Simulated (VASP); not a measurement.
Consider the following.

```
CELL_PARAMETERS angstrom
      4.37306     0.00000     0.00000
      0.00000     4.37306     0.00000
      0.00000     0.00000     4.37306
ATOMIC_POSITIONS crystal
  Fe 0.86280 0.63720 0.36280
  Fe 0.36280 0.86280 0.63720
  Fe 0.13720 0.13720 0.13720
  Fe 0.63720 0.36280 0.86280
  Si 0.15909 0.34091 0.65909
  Si 0.65909 0.15909 0.34091
  Si 0.84091 0.84091 0.84091
  Si 0.34091 0.65909 0.15909
```

These are LDA (Ceperley-Alder, Perdew-Zunger), VASP's LDA PAW potentials (set 64) (plane waves; VASP) values and carry that method's errors. Numerical set-up: 500 eV cut-off, 5×5×5 Γ-centred mesh, Gaussian smearing of 0.050 eV, potentials Fe Si.

Problem. What does the run give for the energy per atom (σ→0)?

Solution. 
- energy per atom (σ→0) = -8.319 eV/atom

Only differences to runs with the same potentials and settings are physical.

The compound is FeSi in the B20 structure. It was relaxed first, which changed the volume by -8 %. The run is not spin-polarised, so no magnetic state was tried.
